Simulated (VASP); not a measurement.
Here is a VASP 6.6.1 calculation.

Contents of INCAR:

```
SYSTEM = Ca3ZrN3
ALGO = Fast
EDIFF = 1E-5
ENCUT = 520
GGA = PE
ISIF = 2
ISMEAR = 0
LASPH = .True.
LCHARG = .False.
LREAL = Auto
LWAVE = .False.
NBANDS = 70
NELM = 80
PREC = Normal
SIGMA = 0.15
```

File KPOINTS:

```
k-points
0
Gamma
  5 5 3
  0 0 0
```

The input POSCAR:

```
Ca3ZrN3
1.0
    4.8658100000      0.0000000000      0.0000000000
    0.0000000000      4.8413600000      0.0000000000
   -0.0109980000      0.0000000000      9.8007440000
Ca Zr N
6 2 6
Direct
    0.5030260000      0.5009400000      0.7476350000
    0.5030260000      0.4990600000      0.2476350000
    0.5035760000      0.9973170000      0.9983980000
    0.5035760000      0.0026830000      0.4983980000
    0.0021140000      0.9983330000      0.7475290000
    0.0021140000      0.0016670000      0.2475290000
    0.0260800000      0.4760050000      0.9852140000
    0.0260800000      0.5239950000      0.4852140000
    0.9982100000      0.0341760000      0.0005970000
    0.9982100000      0.9658240000      0.5005970000
    0.9989220000      0.4978210000      0.7709090000
    0.9989220000      0.5021790000      0.2709090000
    0.4612580000      0.5018940000      0.0003490000
    0.4612580000      0.4981060000      0.5003490000
```

Potentials or basis: VASP PAW PBE potentials, release 64 (Ca_sv, Zr_sv, N).

Command:

```bash
$ cat potpaw_PBE.64/Ca_sv/POTCAR potpaw_PBE.64/Zr_sv/POTCAR potpaw_PBE.64/N/POTCAR > POTCAR
$ mpirun -np 1 vasp_std > vasp.out
```

(1) What does it give for the largest force?

(2) Predict the band gap on the k mesh.

(3) Estimate the pressure.

## Answers

(1) 0.015 eV/Å.

(2) none (metal or under the smearing width).

(3) -0.1 GPa.
